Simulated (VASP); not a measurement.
An input for Ansatz (written as the equivalent of a VASP run, and not itself run):

Ansatz 0.2 input:
```yaml
crystal:
  lattice:
    - [0.0000000, 2.1037834, 2.1037834]
    - [2.1037834, 0.0000000, 2.1037834]
    - [2.1037834, 2.1037834, 0.0000000]
  atoms:
    - { symbol: Mg, position: [0.0000000, 0.0000000, 0.0000000] }
    - { symbol: O, position: [0.5000000, 0.5000000, 0.5000000] }
kpoints:
  mp_grid: { grid: [10, 10, 10] }
hamiltonian:
  xc: pbesol
  pseudopotentials: { kind: paw }
scf:
  occupations: { method: gaussian, width: 0.05 }
  max_iter: 100
relax:
  max_steps: 60
  f_tol: 0.01
  cell: {}
output: { forces: true, stress: true, eigenvalues: true }
```

### Question
Translate this input to VASP (INCAR, KPOINTS, POSCAR, choice of POTCAR).

### Answer
One answer among several that fit: 
### INCAR
```
SYSTEM = MgO
PREC = Accurate
ENCUT = 520
EDIFF = 1E-6
NELM = 100
ALGO = Normal
LREAL = .FALSE.
LASPH = .TRUE.
ISMEAR = 0
SIGMA = 0.05
GGA = PS
LWAVE = .FALSE.
LCHARG = .FALSE.
IBRION = 2
ISIF = 3
NSW = 60
EDIFFG = -0.01
```

**POSCAR**
```
MgO
1.0
  0.0000000000   2.1037833952   2.1037833952
  2.1037833952   0.0000000000   2.1037833952
  2.1037833952   2.1037833952   0.0000000000
Mg O
1 1
Cartesian
  0.0000000000   0.0000000000   0.0000000000
  2.1037833952   2.1037833952   2.1037833952
```

**KPOINTS**
```
Regular mesh
0
G
10 10 10
0 0 0
```

POTCAR, in this order: Mg O (PBE.64 set). Program: vasp_std.

What does not carry over: each code has its own PAW files, so the cut-off isn't converted (ENCUT is set for VASP's; basis.ecutwfc is left out, and Ansatz then takes the one that its files recommend); Ansatz stops its SCF on the density residual and VASP on the energy change (EDIFF).

The structure was generated: MgO was put into the rock salt type (Fm-3m), which need not be its known phase. This run relaxes it. Symmetry was kept, so distortions that lower it aren't found. The start is the result of an earlier pass.
